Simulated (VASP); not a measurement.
The input files of a VASP run:

**KPOINTS**
```
k-points along high-symmetry lines
6
Line-mode
Reciprocal
  0.000000   0.000000   0.000000 ! GAMMA
 -0.500000  -0.500000   0.000000 ! X

 -0.500000  -0.500000   0.000000 ! X
 -0.375000  -0.375000   0.250000 ! U

 -0.375000  -0.000000   0.375000 ! K
  0.000000   0.000000   0.000000 ! GAMMA

  0.000000   0.000000   0.000000 ! GAMMA
  0.000000   0.000000   0.500000 ! L

  0.000000   0.000000   0.500000 ! L
 -0.500000  -0.250000   0.250000 ! W

 -0.500000  -0.250000   0.250000 ! W
 -0.500000  -0.500000   0.000000 ! X
```

**INCAR**
```
SYSTEM = CdS
PREC = Accurate
ENCUT = 400
EDIFF = 1E-6
NELM = 100
ALGO = Normal
LREAL = .FALSE.
LASPH = .TRUE.
ISMEAR = 0
SIGMA = 0.05
GGA = PE
LMAXMIX = 4
LWAVE = .FALSE.
LCHARG = .FALSE.
ISIF = 2
```

POSCAR:
```
CdS
1
    0.0000000000     2.9100000000     2.9100000000
    2.9100000000     0.0000000000     2.9100000000
    2.9100000000     2.9100000000     0.0000000000
Cd S
1 1
Direct
  0.0000000000   0.0000000000   0.0000000000
  0.2500000000   0.2500000000   0.2500000000
```

POTCAR, in this order: Cd S (PBE.64 set). Program: vasp_std.

Output of the run:

**standard output**
```
 POSCAR found type information on POSCAR CdS
 POSCAR found :  2 types and       2 ions
 Reading from existing POTCAR
 Reading from existing POTCAR
 LDA part: xc-table for (Slater+PW92), standard interpolation
 POSCAR, INCAR and KPOINTS ok, starting setup
 WAVECAR not read
 entering main loop
       N       E                     dE             d eps       ncg     rms          rms(c)
DAV:   1     0.999570720736E+02    0.99957E+02   -0.80024E+03   944   0.102E+03
DAV:   2    -0.179203991166E+01   -0.10175E+03   -0.97033E+02  1086   0.279E+02
DAV:   3    -0.594738437980E+01   -0.41553E+01   -0.41453E+01  1081   0.592E+01
DAV:   4    -0.597683390754E+01   -0.29450E-01   -0.29445E-01  1081   0.486E+00
DAV:   5    -0.597726457336E+01   -0.43067E-03   -0.43065E-03  1101   0.561E-01    0.928E+00
DAV:   6    -0.530318893541E+01    0.67408E+00   -0.12764E+00  1303   0.153E+01    0.745E+00
DAV:   7    -0.527440933815E+01    0.28780E-01   -0.30803E-01   986   0.429E+00    0.378E+00
DAV:   8    -0.527604721835E+01   -0.16379E-02   -0.30960E-02  1006   0.265E+00    0.393E-01
DAV:   9    -0.527577859492E+01    0.26862E-03   -0.47680E-03  1086   0.116E+00    0.120E-01
DAV:  10    -0.527600630063E+01   -0.22771E-03   -0.48093E-04  1016   0.252E-01    0.871E-02
DAV:  11    -0.527611784922E+01   -0.11155E-03   -0.16070E-04  1000   0.137E-01    0.425E-02
DAV:  12    -0.527611019019E+01    0.76590E-05   -0.72553E-05  1125   0.118E-01    0.120E-02
DAV:  13    -0.527611207538E+01   -0.18852E-05   -0.73316E-06   961   0.258E-02    0.603E-03
DAV:  14    -0.527611208075E+01   -0.53697E-08   -0.24946E-07   658   0.461E-03
   1 F= -.52761121E+01 E0= -.52761121E+01  d E =-.364408E-15
```

### OUTCAR
```
------------------------ aborting loop because EDIFF is reached ----------------------------------------
  FORCE on cell =-STRESS in cart. coord.  units (eV):
  Direction    XX          YY          ZZ          XY          YZ          ZX
  --------------------------------------------------------------------------------------
  Total        1.9601497      1.9601497      1.9601497      0.0000000      0.0000000      0.0000000
  in kB       63.7222153     63.7222153     63.7222153      0.0000000      0.0000000      0.0000000
  external PRESSURE =      63.7222153 kB  Pullay stress =       0.0000000 kB
  volume of cell :       49.28
      direct lattice vectors                 reciprocal lattice vectors
     0.000000000  2.910000000  2.910000000    -0.171821306  0.171821306  0.171821306
     2.910000000  0.000000000  2.910000000     0.171821306 -0.171821306  0.171821306
     2.910000000  2.910000000  0.000000000     0.171821306  0.171821306 -0.171821306
  FREE ENERGIE OF THE ION-ELECTRON SYSTEM (eV)
  ---------------------------------------------------
  free  energy   TOTEN  =        -5.2761120808 eV

  energy  without entropy=       -5.2761120808  energy(sigma->0) =       -5.27611208
```
(Selected blocks of OUTCAR.)

Q: The run ends quietly. Is anything wrong with it?

A: The cause: a line-mode KPOINTS file was used for a self-consistent run. The run ends without an error. Against the sound run, the energy per atom (σ→0) goes up by 0.416 eV/atom; the pressure goes up by 3.11 GPa. To mend it, correct KPOINTS.
### KPOINTS
```
Automatic mesh
0
Gamma
6 6 6
0 0 0
```
The mended run (PBE GGA, plane waves, VASP's PBE PAW potentials (set 64)) converges, and its OSZICAR ends with
```
   1 F= -.61090053E+01 E0= -.61090053E+01  d E =-.201083E-12
```

The compound is CdS in the zinc blende structure, a metastable form; wurtzite is the usual one. The cell was not relaxed at this level.
